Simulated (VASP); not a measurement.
A run of VASP 6.6.1 is set up as follows.

File INCAR:

```
  ALGO = Normal
  EDIFF = 1E-7
  ENCUT = 520
  GGA = PE
  ISIF = 2
  ISMEAR = -1
  ISPIN = 2
  LASPH = True
  LCHARG = False
  LMAXMIX = 4
  LORBIT = 11
  LREAL = False
  LWAVE = False
  MAGMOM = 1 0 0 0 0 0 0 0
  NBANDS = 30
  NELM = 120
  PREC = Accurate
  SIGMA = 0.05
```

KPOINTS

```
k-points
0
Gamma
  6 5 5
```

Contents of POSCAR:

```
CaMg6Ni
1.0
    4.8918520000      0.0000000000      0.0000000000
    0.0000000000      3.1261880000      5.8907215000
    0.0000000000     -3.1261880000      5.8907215000
Ni Ca Mg
1 1 6
Direct
    0.5000000000      0.6334780000      0.6334780000
    0.0000000000      0.8066560000      0.8066560000
    0.5000000000      0.1813640000      0.1813640000
    0.5000000000      0.6808790000      0.1998830000
    0.5000000000      0.1998830000      0.6808790000
    0.0000000000      0.3411450000      0.3411450000
    0.0000000000      0.8208490000      0.3357450000
    0.0000000000      0.3357450000      0.8208490000
```

Potentials or basis: VASP PAW PBE potentials, release 64 (Ni, Ca_sv, Mg).

Run with:

```sh
$ cat potpaw_PBE.64/Ni/POTCAR potpaw_PBE.64/Ca_sv/POTCAR potpaw_PBE.64/Mg/POTCAR > POTCAR
$ mpirun -np 1 vasp_std > vasp.out
```

**Question.** What does it give for the net moment?

**Answer.** 0.00 μB per cell.

**Question.** What does it give for the pressure?

**Answer.** 0.2 GPa.

**Question.** Estimate the largest force.

**Answer.** 0.040 eV/Å.

**Question.** What does it give for the band gap on the k mesh?

**Answer.** None (metal or under the smearing width).

Forces on the atoms (eV/Å):
```
Ni   0.000  0.000 -0.040
Ca   0.000  0.000 -0.031
Mg   0.000  0.000  0.030
Mg   0.000  0.032  0.015
Mg   0.000 -0.032  0.015
Mg   0.000  0.000  0.026
Mg   0.000  0.025 -0.008
Mg   0.000 -0.025 -0.008
```
